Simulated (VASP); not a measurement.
ErO:

```
CELL_PARAMETERS angstrom
2.74429 0.00000 0.00000
0.00000 2.74429 0.00000
0.00000 0.00000 2.74429
ATOMIC_POSITIONS crystal
Er 0.00000 0.00000 0.00000
O 0.50000 0.50000 0.50000
```

The cell comes from a database or a generator and needn't be the stable form of this composition.

Base run:

* Program: VASP 6.6.1
* Functional: PBEsol
* Potentials or basis: VASP PAW PBE potentials, release 64 (Er, O)
* Cutoff: 520 eV
* k mesh: 7 × 7 × 7
* Occupations: gaussian, width 0.05 eV
* Spin: collinear spin, ferromagnetic start
* Starting moments: [3.0, 0.0] μB
* Fixed moment: 4 μB
* Hubbard terms: Er f U = 7 eV

Its results: pressure 49.2 GPa; site moments Er +3.68; O -0.01 μB.

Task: The run is repeated on the same cell with these changes: fixed moment from 4 μB to 2 μB; hubbard terms from Er f U = 7 eV to Er f U = 2 eV. What comes out?

Result: Pressure 40.1 GPa; site moments Er +2.06; O +0.02 μB.

Caveats: the magnetic or orbital state may not be the lowest; a pressure of tens of GPa on the cell as given is suspect, and the run, the potentials or the cell itself is likely at fault; the PAW data sets were made with another functional, which shifts forces and pressure a little; the total moment is fixed, so each spin has its own Fermi level.
